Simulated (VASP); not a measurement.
# Zr2Ge (P6/mmm) in VASP: relaxation of cell and atoms with PBE

Aim: the relaxation of cell and atoms of Zr2Ge with PBE.

All numbers are computed with VASP 6.6.1; they aren't measurements. Logs are shortened: lines on timing, memory, paths and dates and some standing lists are left out, and cuts for length are marked.

### 1 Starting point

Symmetry: P6/mmm, No. 191, hexagonal system. The conventional cell has a = 4.649 Å, b = 4.649 Å, c = 4.945 Å, α = 90.00°, β = 90.00°, γ = 120.00°. Zr (site symmetry -6m2) is surrounded by 3 Zr at 2.68 Å. Ge (site symmetry 6/mmm) is surrounded by 12 Zr at 3.65 Å.

The cell was built by a generator and needn't be a form met in nature.

### 2 Relaxation of cell and atoms, PBE

Contents of INCAR:

```
SYSTEM = Zr2Ge
PREC     = Accurate       ! precision mode
ENCUT    = 600            ! plane-wave cutoff, eV
EDIFF    = 1E-6           ! SCF threshold, eV
ISMEAR   = 1              ! smearing method
SIGMA    = 0.1            ! smearing width, eV
LREAL    = .FALSE.        ! projectors in reciprocal space
LASPH    = .TRUE.         ! aspherical terms in the spheres
NELM     = 60             ! most SCF steps
ALGO     = Normal         ! electronic algorithm
ISIF     = 3              ! what is computed and relaxed
LWAVE    = .FALSE.        ! write WAVECAR
LCHARG   = .FALSE.        ! write CHGCAR
GGA      = PE             ! functional
IBRION   = 2              ! ionic algorithm
NSW      = 60             ! ionic steps
EDIFFG   = -0.02          ! ionic threshold
```

Contents of KPOINTS:

```
regular mesh
0
G
  7 7 6
  0 0 0
```

Contents of POSCAR:

```
Zr2Ge
1.0
    4.6494035200      0.0000000000      0.0000000000
   -2.3247017600      4.0265015600      0.0000000000
    0.0000000000      0.0000000000      4.9450758200
Zr Ge
2 1
Direct
    0.3333333300      0.6666666700      0.0000000000
    0.6666666700      0.3333333300      0.0000000000
    0.0000000000      0.0000000000      0.5000000000
```

Potentials or basis: VASP PAW PBE potentials, release 64 (Zr_sv, Ge_d).

Started as:

```sh
$ cat potpaw_PBE.64/Zr_sv/POTCAR potpaw_PBE.64/Ge_d/POTCAR > POTCAR
$ mpirun -np 1 vasp_std > vasp.out
```

OUTCAR:

```text
SYSTEM = Zr2Ge
   PREC = Accurate
   ENCUT = 600
   EDIFF = 1E-6
   ISMEAR = 1
   LREAL = .FALSE.
   LASPH = .TRUE.
   NELM = 60
   ISIF = 3
   GGA = PE
   IBRION = 2
   NSW = 60
   EDIFFG = -0.02

 ion  position               nearest neighbor table
   1  0.333  0.667  0.000-   2 2.68   2 2.68   2 2.68
   2  0.667  0.333  0.000-   1 2.68   1 2.68   1 2.68
   3  0.000  0.000  0.500-

  LATTYP: Found a hexagonal cell.
 ALAT       =     4.6494035200
 C/A-ratio  =     1.0635935983

  Lattice vectors:

 A1 = (   4.6494035200,   0.0000000000,   0.0000000000)
 A2 = (  -2.3247017600,   4.0265015600,   0.0000000000)
 A3 = (   0.0000000000,   0.0000000000,   4.9450758200)

Analysis of symmetry for initial positions (statically):
=====================================================================
 Subroutine PRICEL returns:
 Original cell was already a primitive cell.

 Routine SETGRP: Setting up the symmetry group for a
 hexagonal supercell.

 Subroutine GETGRP returns: Found 24 space group operations
 (whereof 24 operations were pure point group operations)
 out of a pool of 24 trial point group operations.

The static configuration has the point symmetry D_6h.

Analysis of symmetry for dynamics (positions and initial velocities):
=====================================================================
 Subroutine PRICEL returns:
 Original cell was already a primitive cell.

 Routine SETGRP: Setting up the symmetry group for a
 hexagonal supercell.

 Subroutine GETGRP returns: Found 24 space group operations
 (whereof 24 operations were pure point group operations)
 out of a pool of 24 trial point group operations.

The dynamic configuration has the point symmetry D_6h.

 Subroutine INISYM returns: Found 24 space group operations
 (whereof 24 operations are pure point group operations),
 and found     1 'primitive' translations

----------------------------------------------------------------------------------------

                                     Primitive cell

  volume of cell :      92.5759

  direct lattice vectors                    reciprocal lattice vectors
     4.649403520  0.000000000  0.000000000     0.215081353  0.124177277  0.000000000
    -2.324701760  4.026501560  0.000000000     0.000000000  0.248354554  0.000000000
     0.000000000  0.000000000  4.945075820     0.000000000  0.000000000  0.202221369

  length of vectors
     4.649403520  4.649403519  4.945075820     0.248354554  0.248354554  0.202221369

  position of ions in fractional coordinates (direct lattice)
     0.333333330  0.666666670  0.000000000
     0.666666670  0.333333330  0.000000000
[... 64 lines left out ...]
   dimension x,y,z NGX =    40 NGY =   40 NGZ =   40
   dimension x,y,z NGXF=    80 NGYF=   80 NGZF=   80
   ions per type =               2   1
   NGX,Y,Z   is equivalent  to a cutoff of  14.30, 14.30, 13.45 a.u.
   NGXF,Y,Z  is equivalent  to a cutoff of  28.61, 28.61, 26.89 a.u.
 SYSTEM =  Zr2Ge
   PREC   = accura    normal or accurate (medium, high low for compatibility)
   ISTART =      0    job   : 0-new  1-cont  2-samecut
   ICHARG =      2    charge: 1-file 2-atom 10-const
   ISPIN  =      1    spin polarized calculation?
   LNONCOLLINEAR =      F non collinear calculations
   LSORBIT =      F    spin-orbit coupling
   LASPH  =      T    aspherical Exc in radial PAW
   ENCUT  =  600.0 eV  44.10 Ry    6.64 a.u.   9.29  9.29  9.88*2*pi/ulx,y,z
   NELM   =     60;   NELMIN=  2; NELMDL= -5     # of ELM steps
   EDIFF  = 0.1E-05   stopping-criterion for ELM
   LREAL  =      F    real-space projection
   EDIFFG = -.2E-01   stopping-criterion for IOM
   NSW    =     60    number of steps for IOM
   IBRION =      2    ionic relax: 0-MD 1-quasi-New 2-CG
   NFREE  =      1    steps in history (QN), initial steepest desc. (CG)
   ISIF   =      3    stress and relaxation
   ISYM   =      2    0-nonsym 1-usesym 2-fastsym
   POTIM  = 0.5000    time-step for ionic-motion
   TEBEG  =    0.0;   TEEND  =   0.0 temperature during run
   PSTRESS=    0.0 pullay stress
   NELECT =      38.0000    total number of electrons
   NUPDOWN=      -1.0000    fix difference up-down
   EMIN   =  10.00;   EMAX   =-10.00  energy-range for DOS
   EFERMI =   0.00;   METHOD = LEGACY
   ISMEAR =     1;   SIGMA  =   0.10  broadening in eV -4-tet -1-fermi 0-gaus
   EFERMI_NEDOS =   21; number of points for ismear=-14 and -15
   IALGO  =     38    algorithm
   IMIX   =      4    mixing-type and parameters
     AMIX     =   0.40;   BMIX     =  1.00
     AMIX_MAG =   1.60;   BMIX_MAG =  1.00
  volume/ion in A,a.u.               =      30.86       208.24
  Fermi-wavevector in a.u.,A,eV,Ry     =   1.216662  2.299158 20.140253  1.480267
  Thomas-Fermi vector in A             =   2.352009
   LORBIT       =      0    0 simple, 1 ext, 2 COOP (PROOUT), +10 PAW based schemes
   GGA     = PE    functional components
   LHFCALC =     F    Hartree Fock is set to
   AEXX    =    0.0000 exact exchange contribution
   IVDW    =     0    specifies the selected vdW correction
   LEPSILON=     F    determine dielectric tensor
   LRPA    =     F    only Hartree local field effects (RPA)
 conjugate gradient relaxation of ions
 non-spin polarized calculation
 Methfessel and Paxton  Order N= 1 SIGMA  =   0.10
  energy-cutoff  :      600.00
  volume of cell :       92.58
 maximum number of plane-waves:      3115
 NGX is ok and might be reduce to    40
   NGX = 19   NGY = 19   NGZ = 19

--------------------------------------- Ionic step        1  -------------------------------------------

 number of electron      37.9999996 magnetization

 Free energy of the ion-electron system (eV)
  ---------------------------------------------------
  ext. energy  EPLUGINS =         0.00000000
  ---------------------------------------------------
  free energy    TOTEN  =       -17.25696669 eV

  energy without entropy =      -17.25486262  energy(sigma->0) =      -17.25626533

 E-fermi :   4.6828     XC(G=0):  -9.3725

 val. band max:        4.6702556005   @ k =   0.2857   0.1429   0.0000
 cond. band min:       4.6974695906   @ k =   0.0000   0.0000   0.1667
 fundamental gap:      0.0272139901
 Fermi energy:         4.6827685569
[... 1362 lines left out ...]
     22      11.9783     -0.00000
     23      12.7571      0.00000

 [... further k-points ...]

[... ionic steps 4 to 11 ...]

--------------------------------------- Ionic step       12  -------------------------------------------

 number of electron      37.9999993 magnetization

------------------------ aborting loop because EDIFF is reached ----------------------------------------
[... 69 lines left out ...]
--------------------------------------- Ionic step       14  -------------------------------------------

 number of electron      37.9999992 magnetization

 Free energy of the ion-electron system (eV)
  ---------------------------------------------------
  ext. energy  EPLUGINS =         0.00000000
  ---------------------------------------------------
  free energy    TOTEN  =       -21.43193627 eV

  energy without entropy =      -21.43163834  energy(sigma->0) =      -21.43183696

 E-fermi :   9.3386     XC(G=0): -11.5340

 val. band max:        9.2959060604   @ k =   0.2857   0.2857   0.3333
 cond. band min:       9.3405376194   @ k =   0.4286   0.1429   0.1667
 fundamental gap:      0.0446315590
 Fermi energy:         9.3385555739
[... 654 lines left out ...]
  FREE ENERGIE OF THE ION-ELECTRON SYSTEM (eV)
  ---------------------------------------------------
  free  energy   TOTEN  =       -21.4319362703 eV

  energy  without entropy=      -21.4316383432  energy(sigma->0) =      -21.43183696

 reached required accuracy - stopping structural energy minimisation
```

OSZICAR:

```text
N       E                     dE             d eps       ncg     rms          rms(c)
DAV:   1     0.460953769502E+03    0.46095E+03   -0.21099E+04  1698   0.296E+03
DAV:   2     0.406481188940E+02   -0.42031E+03   -0.41388E+03  1610   0.813E+02
DAV:   3    -0.133538104934E+02   -0.54002E+02   -0.53347E+02  2352   0.180E+02
DAV:   4    -0.175907907155E+02   -0.42370E+01   -0.41780E+01  2248   0.456E+01
[... 176 lines left out ...]
DAV:   3    -0.214320464950E+02    0.59786E-02   -0.15400E-02  2032   0.980E-01    0.170E-01
DAV:   4    -0.214319638976E+02    0.82597E-04   -0.10743E-03  2012   0.212E-01    0.764E-02
DAV:   5    -0.214319396887E+02    0.24209E-04   -0.13942E-04  2442   0.775E-02    0.289E-02
DAV:   6    -0.214319372395E+02    0.24491E-05   -0.12268E-05  1886   0.273E-02    0.654E-03
DAV:   7    -0.214319362703E+02    0.96928E-06   -0.14128E-06  1172   0.119E-02
  14 F= -.21431936E+02 E0= -.21431837E+02  d E =-.236759E-02
```

CONTCAR:

```text
Zr2Ge
   1.00000000000000
     4.8664081793201417    0.0000000000000000    0.0000000000000000
    -2.4332040896600708    4.2144331076080679   -0.0000000000000000
     0.0000000000000000    0.0000000000000000    2.9271687283686729
  Zr              Ge
     2     1
Direct
     0.3333333300000021    0.6666666699999979    0.0000000000000000
     0.6666666699999979    0.3333333300000021    0.0000000000000000
     0.0000000000000000    0.0000000000000000    0.5000000000000000

  0.00000000E+00  0.00000000E+00  0.00000000E+00
  0.00000000E+00  0.00000000E+00  0.00000000E+00
  0.00000000E+00  0.00000000E+00  0.00000000E+00
```

It took 6.8 min on 1 thread of Intel Xeon 6975P-C (Granite Rapids), shared host; peak memory 0.31 GiB.

Results:

| Quantity | Value |
| --- | --- |
| Free energy | -21.4319 eV |
| Relaxed volume | 20.01 Å³/atom |
| Relaxed cell | a = 4.866 Å, b = 4.866 Å, c = 2.927 Å, α = 90.00°, β = 90.00°, γ = 120.00° |
| Space group after relaxing (to 0.05 Å) | P6/mmm (No. 191) |
| Energy gained by relaxing | 1391.7 meV/atom |
| Ionic steps | 14 |
| Pressure after relaxing | 0.1 GPa |
| Band gap on the k mesh | none (metal or under the smearing width) |

The path:
```tsv
step	energy change (eV)	largest force (eV/Å)	pressure (GPa)	volume (Å³)
1	0.0000	0.0000	-7.25	92.58
2	-2.0632	0.0000	-6.41	74.29
3	92.4352	0.0000	1294.02	24.48
4	-2.1762	0.0000	-6.15	73.32
5	-3.1467	0.0000	33.18	48.00
6	-3.3194	0.0000	-0.04	62.10
7	-3.7141	0.0000	10.26	54.98
8	-3.6532	0.0000	9.14	56.99
9	-4.0943	0.0000	6.92	56.23
10	-4.0973	0.0000	6.99	56.34
11	-4.1229	0.0000	-4.30	63.05
12	-4.1726	0.0000	0.16	59.89
13	-4.1726	0.0000	0.30	59.82
14	-4.1750	0.0000	0.06	60.03
```

Final structure:
```cif
data_structure
_symmetry_space_group_name_H-M 'P 1'
_symmetry_Int_Tables_number 1
_cell_length_a 4.8664
_cell_length_b 4.8664
_cell_length_c 2.9272
_cell_angle_alpha 90.000
_cell_angle_beta 90.000
_cell_angle_gamma 120.000
_cell_volume 60.03
loop_
_atom_site_label
_atom_site_type_symbol
_atom_site_fract_x
_atom_site_fract_y
_atom_site_fract_z
_atom_site_occupancy
Zr1 Zr 0.33333 0.66667 0.00000 1
Zr2 Zr 0.66667 0.33333 0.00000 1
Ge1 Ge 0.00000 0.00000 0.50000 1
```

Caveat: the volume moved by over 15 % at a fixed basis, so the end points are rough.

### 3 The reference run

An earlier run on the cell as given: functional PBE; potentials or basis VASP PAW PBE potentials, release 64 (Zr_sv, Ge_d); cutoff 520 eV; k mesh 7 × 7 × 6; occupations fermi-dirac, width 0.05 eV; no spin polarisation.

* Pressure: -7.1 GPa
* Band gap on the k mesh: none (metal or under the smearing width)
